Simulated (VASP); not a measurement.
Given:

```xyz
4
Lattice="3.5438 0.0000 0.0000 0.0000 3.5438 0.0000 0.0000 0.0000 3.5438" Properties=species:S:1:pos:R:3 pbc="T T T"
Fe     0.0000     0.0000     0.0000
Ni     0.0000     1.7719     1.7719
Ni     1.7719     0.0000     1.7719
Ni     1.7719     1.7719     0.0000
```
Starting moments (μB, in the order of the record's atoms Fe Ni Ni Ni): 2.9 0.6 0.6 0.6.

Method: PBE GGA, VASP's PBE PAW potentials (set 64) (plane waves; VASP). Settings: 520 eV cut-off, 10×10×10 Γ-centred mesh, tetrahedra with Blöchl corrections, potentials Fe Ni.

The cores are frozen, which limits the accuracy of field gradients.

Q: Give the principal components of the electric field gradient (V/Å²) and the asymmetry η at each nucleus.

A: 
| atom | Vxx | Vyy | Vzz | η |
|---|---|---|---|---|
| Fe1 | 0.0 | 0.0 | 0.0 | - |
| Ni2 | -1.4 | -1.4 | 2.8 | 0.00 |
| Ni3 | -1.4 | -1.4 | 2.8 | 0.00 |
| Ni4 | -1.4 | -1.4 | 2.8 | 0.00 |

The compound is Ni3Fe in the L1_2 structure. It was relaxed first.
